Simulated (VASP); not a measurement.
Here is the system:

```
CELL_PARAMETERS angstrom
      0.00000     3.04000     3.04000
      3.04000     0.00000     3.04000
      3.04000     3.04000     0.00000
ATOMIC_POSITIONS crystal
  Sr 0.00000 0.00000 0.00000
```

Method: revPBE GGA, VASP's PBE PAW potentials (set 64) (plane waves; VASP). Run with 520 eV cut-off, 9×9×9 Γ-centred mesh, first-order Methfessel-Paxton smearing of 0.10 eV, potentials Sr_sv.

**Question.** The ions, cell shape and volume are relaxed. Predict the relaxed structure.

**Answer.** 
```
CELL_PARAMETERS angstrom
      0.00000     3.05874     3.05874
      3.05874     0.00000     3.05874
      3.05874     3.05874     0.00000
ATOMIC_POSITIONS crystal
  Sr 0.00000 0.00000 0.00000
```
Space group Fm-3m (225), at a tolerance of 0.03 Å.

**Question.** How do energy and volume change from the first to the last step?

**Answer.** The energy (σ→0) changes by -0.5 meV/atom and the volume by +1.9 %, in 3 ionic steps.

The compound is Sr in the fcc structure. This run relaxes it. Symmetry was kept, so distortions that lower it aren't found.
